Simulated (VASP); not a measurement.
A run of VASP 6.6.1 is set up as follows.

File INCAR:

```
PREC = Accurate
ENCUT = 520
EDIFF = 1E-6
ISMEAR = -1
SIGMA = 0.02
LREAL = False
LASPH = True
NELM = 60
ALGO = Normal
ISIF = 2
LWAVE = False
LCHARG = False
NBANDS = 19
```

KPOINTS

```
regular mesh
0
Gamma
  7 7 5
```

The input POSCAR:

```
ScIn
1.0
    3.2055585099      0.0000000000      0.0000000000
    0.0000000000      3.2055585099      0.0000000000
    0.0000000000      0.0000000000      4.3942857215
Sc In
1 1
Direct
    0.0000000000      0.0000000000      0.0000000000
    0.5000000000      0.5000000000      0.5000000000
```

Potentials or basis: VASP PAW LDA potentials, release 64 (Sc_sv, In_d).

Launch:

```sh
$ cat potpaw_LDA.64/Sc_sv/POTCAR potpaw_LDA.64/In_d/POTCAR > POTCAR
$ mpirun -np 1 vasp_std > vasp.out
```

Q: Predict the pressure.

A: -5.9 GPa.

Q: Estimate the band gap on the k mesh.

A: None (metal or under the smearing width).

Stress tensor (GPa, compression positive):
```
-5.32  0.00  0.00
 0.00 -5.32  0.00
 0.00  0.00 -6.94
```
